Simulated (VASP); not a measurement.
The system is F2, in a box.

```
CELL_PARAMETERS angstrom
10.00000 0.00000 0.00000
0.00000 10.50000 0.00000
0.00000 0.00000 11.00000
ATOMIC_POSITIONS crystal
F 0.50000 0.50000 0.43594
F 0.50000 0.50000 0.56407
```

Base run:

| Property | Result |
| --- | --- |
| Program | VASP 6.6.1 |
| Functional | r2SCAN |
| Potentials or basis | VASP PAW PBE potentials, release 64 (F) |
| Cutoff | 520 eV |
| k mesh | 1 × 1 × 1 |
| Occupations | gaussian, width 0.02 eV |
| Spin | no spin polarisation |

Its results: gap between the frontier levels 4.50 eV; largest force 0.041 eV/Å.

Q: The run is repeated on the same cell with these changes: functional from r2SCAN to PBEsol; cutoff from 520 eV to 700 eV. What comes out?

A: Gap between the frontier levels 3.51 eV; largest force 0.048 eV/Å.

r2SCAN gives the wider gap, since meta-GGAs in the generalised Kohn-Sham scheme recover part of the derivative discontinuity.

Caveats: the PAW data sets were made with another functional, which shifts forces and pressure a little.

